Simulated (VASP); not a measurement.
**TiTe2 (space group P-3m1): computed properties**

Level of theory: LDA (Ceperley-Alder, Perdew-Zunger), VASP's LDA PAW potentials (set 64) (plane waves; VASP).

- space group: P-3m1 (164)
- cell: a = 3.6660 Å, b = 3.6660 Å, c = 6.3114 Å, α = 90.00°, β = 90.00°, γ = 120.00°
- volume per atom: 24.49 Å³/atom
- band gap (over mesh and band path): none (metal, semimetal or under 0.01 eV)
- Hill bulk modulus: 467 kbar
- Hill shear modulus: 29.2 GPa
- Poisson's ratio: 0.242
- band gap with spin-orbit coupling: none (metallic)
- density: 6.85 g/cm³
- optical Γ-point spectrum: 105 (×2), 149, 204 (×2), 292 cm⁻¹

```xyz
3
Lattice="3.6660 0.0000 0.0000 -1.8330 3.1748 0.0000 0.0000 0.0000 6.3114" Properties=species:S:1:pos:R:3 pbc="T T T"
Ti    -1.8330     3.1748     0.0000
Te     1.8330     1.0583     4.6025
Te     0.0000     2.1165     1.7088
```

Finite-difference elastic constants of metals are sensitive to mesh and smearing; shear constants can be off by tens of GPa. Unless said otherwise, spin-orbit coupling is left out, though it shifts the bands of the heavy elements here.

The structure comes from a computed database's TiTe2 entry (P-3m1); how it stands against other phases isn't given here. It was relaxed first, which changed the volume by -14 %. Symmetry was kept, so distortions that lower it aren't found.
